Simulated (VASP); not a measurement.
Level of theory: LDA (Ceperley-Alder, Perdew-Zunger), VASP's LDA PAW potentials (set 64) (plane waves; VASP 6.6.1).

VASP ran on this input.

### KPOINTS
```
Automatic mesh
0
Gamma
12 12 12
0 0 0
```

INCAR:
```
! general
SYSTEM =CaO
PREC   =Accurate
ENCUT  =520
LREAL  =.False.
LASPH  =.True.
NBANDS =36

! electronic loop
EDIFF  =1E-7
NELM   =100
ALGO   =Normal

! smearing
ISMEAR =0
SIGMA  =0.01

! output
LWAVE  =.False.
LCHARG =.False.
NEDOS  =1001

! other
LOPTICS=.True.
CSHIFT =0.1
```

### POSCAR
```
CaO
1
    0.0000000000     2.3597990468     2.3597990468
    2.3597990468     0.0000000000     2.3597990468
    2.3597990468     2.3597990468     0.0000000000
Ca O
1 1
Direct
  0.0000000000   0.0000000000   0.0000000000
  0.5000000000   0.5000000000   0.5000000000
```

POTCAR, in this order: Ca_sv O (LDA.64 set). Program: vasp_std.

Problem. What will the output report for the number of irreducible k-points (NKPTS), largest plane-wave count, number of space-group operations, FFT grid (NGX, NGY, NGZ)?

Solution. 
- number of irreducible k-points (NKPTS) = 72
- largest plane-wave count = 725
- number of space-group operations = 48
- FFT grid (NGX, NGY, NGZ) = 28 × 28 × 28

The structure comes from a computed database's CaO entry (Fm-3m); how it stands against other phases isn't given here. It was relaxed first, which changed the volume by -5 %.
